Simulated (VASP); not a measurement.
Given:

```
Zn4O3S
1.0
    3.36710    -5.84073     0.02933
    1.68733     2.92255     0.00000
    0.02354    -0.01359     5.46287
Zn S O
4 1 3
Direct
  0.33491   0.33491   0.45278
  0.13305   0.63305   0.02325
  0.83068   0.33068   0.51549
  0.69825   0.69825   0.01911
  0.33940   0.33940   0.87103
  0.15536   0.65536   0.38076
  0.82861   0.32861   0.88233
  0.67974   0.67974   0.38326
```

Method: PBEsol GGA, VASP's PBE PAW potentials (set 64) (plane waves; VASP). Run with 520 eV cut-off, Gaussian smearing of 0.050 eV, potentials Zn S O.

Give the energies of bands 26 to 39 at the high-symmetry points, in eV from the valence-band maximum.

```tsv
band	Γ	Z	D	B	A	E	C2	Y2
26	-4.92	-4.93	-4.89	-5.07	-3.77	-4.96	-4.66	-4.84
27	-4.29	-4.27	-4.49	-3.66	-3.74	-4.93	-4.44	-3.43
28	-3.81	-4.14	-4.23	-3.42	-3.24	-4.77	-4.32	-3.21
29	-3.18	-3.94	-3.98	-2.90	-2.56	-2.75	-3.37	-2.63
30	-2.28	-3.80	-3.65	-2.71	-2.38	-2.64	-3.22	-2.44
31	-1.97	-3.66	-3.15	-2.46	-2.18	-2.51	-3.03	-2.29
32	-1.76	-3.36	-3.05	-2.26	-2.12	-2.50	-2.76	-2.04
33	-1.49	-2.33	-2.34	-1.52	-2.11	-2.50	-2.48	-1.57
34	-0.91	-2.16	-2.14	-1.50	-2.00	-2.09	-2.33	-1.55
35	-0.69	-2.13	-1.67	-1.15	-1.75	-1.51	-2.21	-0.79
36	0.00	-1.86	-1.25	-0.14	-0.30	-1.42	-1.24	-0.12
37	0.05	4.44	3.73	2.27	2.87	3.33	4.03	2.42
38	2.93	4.86	4.17	2.52	3.56	3.79	4.99	2.53
39	4.94	5.15	5.12	5.25	4.22	3.81	5.29	3.68
```

The gap is direct, 0.05 eV, from the valence maximum at Γ to the conduction minimum at Γ.

The structure was generated: Zn4O3S was put into an ordered model structure (Pm), which need not be its known phase. It was relaxed first.
